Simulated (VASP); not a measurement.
# FeB3 (Fm-3m) in VASP: a series of runs, part 2 of 2

VASP 6.6.1. The steps go on from the part before.

## Step 3: Relaxation of cell and atoms, PBE (random cell by space group and Wyckoff sites (Fm-3m, No. 225))

Input file INCAR:

```
PREC = Accurate
ENCUT = 600
EDIFF = 1E-6
ISMEAR = 0
SIGMA = 0.1
LREAL = False
LASPH = True
NELM = 100
ALGO = Fast
ISIF = 3
LWAVE = False
LCHARG = False
GGA = PE
IBRION = 2
NSW = 100
EDIFFG = -0.01
```

Input file KPOINTS:

```
regular mesh
0
Gamma
  16 16 16
```

Input file POSCAR:

```
FeB3
1.0
    0.0000000000      2.3937865991      2.3937865991
    2.3937865991      0.0000000000      2.3937865991
    2.3937865991      2.3937865991      0.0000000000
Fe B
1 3
Direct
    0.0000000000      0.0000000000      0.0000000000
    0.2500000000      0.2500000000      0.2500000000
    0.7500000000      0.7500000000      0.7500000000
    0.5000000000      0.5000000000      0.5000000000
```

Potentials or basis: VASP PAW PBE potentials, release 64 (Fe, B).

Run with:

```bash
> cat potpaw_PBE.64/Fe/POTCAR potpaw_PBE.64/B/POTCAR > POTCAR
> mpirun -np 1 vasp_std > vasp.out
```

OUTCAR:

```text
PREC = Accurate
   ENCUT = 600
   EDIFF = 1E-6
   ISMEAR = 0
   LREAL = False
   LASPH = True
   NELM = 100
   ISIF = 3
   GGA = PE
   IBRION = 2
   NSW = 100
   EDIFFG = -0.01

 ion  position               nearest neighbor table
   1  0.000  0.000  0.000-   3 2.07   3 2.07   3 2.07   2 2.07   3 2.07   2 2.07   2 2.07   2 2.07
                             4 2.39   4 2.39   4 2.39   4 2.39   4 2.39   4 2.39
   2  0.250  0.250  0.250-   1 2.07   1 2.07   1 2.07   1 2.07   4 2.07   4 2.07   4 2.07   4 2.07

   3  0.750  0.750  0.750-   4 2.07   4 2.07   4 2.07   1 2.07   4 2.07   1 2.07   1 2.07   1 2.07

   4  0.500  0.500  0.500-   2 2.07   2 2.07   2 2.07   2 2.07   3 2.07   3 2.07   3 2.07   3 2.07
                             1 2.39   1 2.39   1 2.39   1 2.39   1 2.39   1 2.39

  LATTYP: Found a face centered cubic cell.
 ALAT       =     4.7875731982

  Lattice vectors:

 A1 = (   0.0000000000,   2.3937865991,   2.3937865991)
 A2 = (   2.3937865991,   0.0000000000,   2.3937865991)
 A3 = (   2.3937865991,   2.3937865991,   0.0000000000)

Analysis of symmetry for initial positions (statically):
=====================================================================
 Subroutine PRICEL returns:
 Original cell was already a primitive cell.

 Routine SETGRP: Setting up the symmetry group for a
 face centered cubic supercell.

 Subroutine GETGRP returns: Found 48 space group operations
 (whereof 48 operations were pure point group operations)
 out of a pool of 48 trial point group operations.

The static configuration has the point symmetry O_h .

Analysis of symmetry for dynamics (positions and initial velocities):
=====================================================================
 Subroutine PRICEL returns:
 Original cell was already a primitive cell.

 Routine SETGRP: Setting up the symmetry group for a
 face centered cubic supercell.

 Subroutine GETGRP returns: Found 48 space group operations
 (whereof 48 operations were pure point group operations)
 out of a pool of 48 trial point group operations.

The dynamic configuration has the point symmetry O_h .

[... 148 lines left out ...]
  ext. energy  EPLUGINS =         0.00000000
  ---------------------------------------------------
  free energy    TOTEN  =       -24.86980195 eV

  energy without entropy =      -24.86250307  energy(sigma->0) =      -24.86615251

------------------------ aborting loop because EDIFF is reached ----------------------------------------

  FORCE on cell =-STRESS in cart. coord.  units (eV):
  Direction    XX          YY          ZZ          XY          YZ          ZX
  --------------------------------------------------------------------------------------
  -------------------------------------------------------------------------------------
  Total       -0.0687968     -0.0687968     -0.0687968      0.0000000      0.0000000     -0.0000000
  in kB       -4.0178383     -4.0178383     -4.0178383      0.0000000      0.0000000     -0.0000000
  external PRESSURE =      -4.0178383 kB  Pullay stress =       0.0000000 kB
[... 63 lines left out ...]
--------------------------------------- Ionic step        3  -------------------------------------------

 number of electron      17.0000000 magnetization

 Free energy of the ion-electron system (eV)
  ---------------------------------------------------
  ext. energy  EPLUGINS =         0.00000000
  ---------------------------------------------------
  free energy    TOTEN  =       -24.86984854 eV

  energy without entropy =      -24.86257561  energy(sigma->0) =      -24.86621207

 E-fermi :   9.5046     XC(G=0): -13.3916

 val. band max:        9.5038278093   @ k =  -0.3750   0.1875   0.0000
 cond. band min:       9.5088988296   @ k =   0.2500   0.1250   0.0000
 fundamental gap:      0.0050710202
 Fermi energy:         9.5045680520

 k-point     1 :       0.0000    0.0000    0.0000
  band No.  band energies     occupation
      1      -6.9182      2.00000
      2       3.8029      2.00000
      3       3.8029      2.00000
      4       3.8029      2.00000
      5       7.5656      2.00000
      6       7.5656      2.00000
      7       8.1803      2.00000
      8       8.1803      2.00000
      9       8.1803      2.00000
     10      10.7236      0.00000
     11      13.7234      0.00000
     12      13.7234      0.00000
[... 331 lines left out ...]
 k-point    24 :      -0.0625    0.0625    0.0000
  band No.  band energies     occupation
      1      -6.7411      2.00000
      2       3.3332      2.00000
      3       3.5738      2.00000
      4       3.9383      2.00000
      5       6.5301      2.00000
      6       7.1415      2.00000
      7       8.4975      2.00000
      8       8.6622      2.00000
      9       9.3064      1.99494
     10      11.0164      0.00000
     11      12.4101      0.00000
     12      12.6718      0.00000

 [... further k-points ...]

------------------------ aborting loop because EDIFF is reached ----------------------------------------

  FORCE on cell =-STRESS in cart. coord.  units (eV):
  Direction    XX          YY          ZZ          XY          YZ          ZX
  --------------------------------------------------------------------------------------
  -------------------------------------------------------------------------------------
  Total        0.0067109      0.0067109      0.0067109      0.0000000      0.0000000      0.0000000
  in kB        0.3924832      0.3924832      0.3924832      0.0000000      0.0000000      0.0000000
  external PRESSURE =       0.3924832 kB  Pullay stress =       0.0000000 kB
[... 19 lines left out ...]
  FREE ENERGIE OF THE ION-ELECTRON SYSTEM (eV)
  ---------------------------------------------------
  free  energy   TOTEN  =       -24.8698485358 eV

  energy  without entropy=      -24.8625756084  energy(sigma->0) =      -24.86621207

 reached required accuracy - stopping structural energy minimisation
```

Wall time 2 min (1 thread of AMD EPYC 7R13 (Zen 3), shared host); peak memory 0.18 GiB.

What came out:

* Free energy: -24.8698 eV
* Relaxed volume: 6.85 Å³/atom
* Relaxed cell: a = 3.384 Å, b = 3.384 Å, c = 3.384 Å, α = 60.00°, β = 60.00°, γ = 60.00°
* Space group after relaxing (to 0.05 Å): Fm-3m (No. 225)
* Energy gained by relaxing: 0.0 meV/atom
* Ionic steps: 3
* Pressure after relaxing: 0.0 GPa
* Band gap on the k mesh: none (metal or under the smearing width)

Final structure:
```
CELL_PARAMETERS angstrom
0.00000 2.39266 2.39266
2.39266 0.00000 2.39266
2.39266 2.39266 0.00000
ATOMIC_POSITIONS crystal
Fe 0.00000 0.00000 0.00000
B 0.25000 0.25000 0.25000
B 0.75000 0.75000 0.75000
B 0.50000 0.50000 0.50000
```

Spin polarisation is off, so any magnetic state and its effect on volume and gap are missing.

## Step 4: Single point, PBE

Input file INCAR:

```
ALGO = Fast
EDIFF = 1E-6
ENCUT = 520
GGA = PE
ISIF = 2
ISMEAR = 0
LASPH = T
LCHARG = T
LELF = T
LREAL = F
LVHAR = T
LWAVE = F
NBANDS = 16
NELM = 100
PREC = Accurate
SIGMA = 0.1
```

Input file KPOINTS:

```
k-points
0
Gamma
  16 16 16
```

Input file POSCAR:

```
FeB3
1.0
    0.0000000000      2.3910598622      2.3910598622
    2.3910598622      0.0000000000      2.3910598622
    2.3910598622      2.3910598622      0.0000000000
Fe B
1 3
Direct
    0.0000000000      0.0000000000      0.0000000000
    0.2500000000      0.2500000000      0.2500000000
    0.7500000000      0.7500000000      0.7500000000
    0.5000000000      0.5000000000      0.5000000000
```

Run with:

```bash
> cat potpaw_PBE.64/Fe/POTCAR potpaw_PBE.64/B/POTCAR > POTCAR
> mpirun -np 1 vasp_std > vasp.out
```

Wall time 91 s (1 thread of AMD EPYC 7R13 (Zen 3), shared host); peak memory 0.17 GiB.

It converged, with:

```
Free energy            : -24.8673 eV
Pressure               : 0.7 GPa
Band gap on the k mesh : none (metal or under the smearing width)
```

Levels at points of the mesh, in eV from the Fermi level:
| k point | band 5 | band 6 | band 7 | band 8 | band 9 | band 10 | band 11 | band 12 | band 13 | band 14 |
| --- | --- | --- | --- | --- | --- | --- | --- | --- | --- | --- |
| (0.00, 0.00, 0.00) | -1.95 | -1.95 | -1.33 | -1.33 | -1.33 | 1.23 | 4.23 | 4.23 | 5.08 | 5.08 |
| (0.50, 0.00, 0.00) | -2.07 | -1.79 | -1.79 | -1.00 | -1.00 | -0.36 | 2.30 | 2.30 | 5.74 | 8.15 |
| (0.50, 0.50, 0.00) | -7.01 | -1.91 | -1.91 | -1.65 | -1.26 | 1.92 | 3.40 | 7.34 | 7.34 | 7.57 |

Spin polarisation is off, so any magnetic state and its effect on volume and gap are missing.

## Step 5: Summary

```tsv
task	cell	cutoff (eV)	gap on the mesh (eV)	pressure (GPa)
single point	random cell by space group and Wyckoff sites (Fm-3m, No. 225)	520	none	0.6
relaxation of cell and atoms	relaxed from: random cell by space group and Wyckoff sites (Fm-3m, No. 225)	600	none	0.0
single point	as given	520	none	0.7
```

Alike in all rows: level PBE; potentials or basis VASP PAW PBE potentials, release 64 (Fe, B); no spin polarisation; k mesh 16 × 16 × 16; smearing gaussian 0.1 eV.

Total energies depend on the potentials used, so only differences within one code and one set of settings carry meaning.
